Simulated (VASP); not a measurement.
Wanted: the native input for a VASP 6.6.1 run.

```
Task                   : relaxation of cell and atoms
Functional             : PBE
Potentials or basis    : VASP PAW PBE potentials, release 64 (Na_pv, Sr_sv)
Cutoff                 : 600 eV
k mesh                 : 5 × 5 × 5
Occupations            : methfessel-paxton, width 0.2 eV
Spin                   : no spin polarisation
Further INCAR settings : ALGO = Normal; EDIFF = 1e-07; IBRION = 2; EDIFFG = -0.02; NSW = 60; ISIF = 3
```

The structure of NaSr2 lies in POSCAR:

```
NaSr2
1.0
    0.0000000000      4.3740700000      4.3740700000
    4.3740700000      0.0000000000      4.3740700000
    4.3740700000      4.3740700000      0.0000000000
Na Sr
1 2
Direct
    0.0000000000      0.0000000000      0.0000000000
    0.7500000000      0.7500000000      0.7500000000
    0.2500000000      0.2500000000      0.2500000000
```

The cell was built by a generator and needn't be a form met in nature.

One way to write it, as run:

INCAR

```
SYSTEM = NaSr2
PREC = Accurate
ENCUT = 600
EDIFF = 1E-7
ISMEAR = 1
SIGMA = 0.2
LREAL = .FALSE.
LASPH = .TRUE.
NELM = 100
ALGO = Normal
ISIF = 3
LWAVE = .FALSE.
LCHARG = .FALSE.
GGA = PE
IBRION = 2
NSW = 60
EDIFFG = -0.02
```

KPOINTS

```
regular mesh
0
G
  5 5 5
  0 0 0
```

Potentials or basis: VASP PAW PBE potentials, release 64 (Na_pv, Sr_sv).

The run is started by

```sh
$ cat potpaw_PBE.64/Na_pv/POTCAR potpaw_PBE.64/Sr_sv/POTCAR > POTCAR
$ mpirun -np 1 vasp_std > vasp.out
```

Results of the run:

```json
{
  "Pressure after relaxing": "0.0 GPa",
  "Band gap on the k mesh": "none (metal or under the smearing width)"
}
```

Caveat: the relaxation stopped at its first step, so nothing moved.

It took 76 s on 1 thread of Intel(R) Xeon(R) Platinum 8488C (Sapphire Rapids), with other jobs on the host, peak memory 0.33 GiB.
